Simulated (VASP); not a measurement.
Calculation: PBEsol GGA, VASP's PBE PAW potentials (set 64) (plane waves; VASP).

A VASP calculation is set up with these files.

File POSCAR:
```
CaB6
1
    3.9270690298    -0.0000000000     0.0000000000
   -0.0000000000     3.9270690298     0.0000000000
    0.0000000000    -0.0000000000     3.9270690298
Ca B
1 6
Direct
  0.0000000000   0.0000000000   1.0000000000
  0.8010678636   0.5000000000   0.5000000000
  0.5000000000   0.1989321364   0.5000000000
  0.5000000000   0.8010678636   0.5000000000
  0.1989321364   0.5000000000   0.5000000000
  0.5000000000   0.5000000000   0.8010678636
  0.5000000000   0.5000000000   0.1989321364
```

**KPOINTS**
```
Automatic
0
G
 8 8 8
```

### INCAR
```
SYSTEM  =  CaB6
EDIFF  =  1E-6   # SCF stop (eV)
NELM  =  100   # most electronic steps
LWAVE  =  .FALSE.
ISMEAR  =  1   # Methfessel-Paxton
EDIFFG  =  -0.02   # ionic stop
PREC  =  Accurate
LREAL  =  .FALSE.
ALGO  =  Normal
LASPH  =  .TRUE.
SIGMA  =  0.1   # width (eV)
NSW  =  40   # most ionic steps
ISIF  =  3   # ions, shape and volume
LCHARG  =  .FALSE.
PSTRESS  =  300
ENCUT  =  620   # plane-wave cut-off (eV)
GGA  =  PS   # PBEsol
IBRION  =  2   # conjugate gradients
```

POTCAR, in this order: Ca_sv B (PBE.64 set). Program: vasp_std.

### Question
What will the output report for the number of irreducible k-points (NKPTS), largest plane-wave count, number of space-group operations, FFT grid (NGX, NGY, NGZ)?

### Answer

| Property | Value |
|---|---|
| number of irreducible k-points (NKPTS) | 35 |
| largest plane-wave count | 2176 |
| number of space-group operations | 48 |
| FFT grid (NGX, NGY, NGZ) | 32 × 32 × 32 |

The compound is CaB6 in the cab6 structure. This run relaxes it under an external pressure of 30 GPa. Symmetry was kept, so distortions that lower it aren't found.
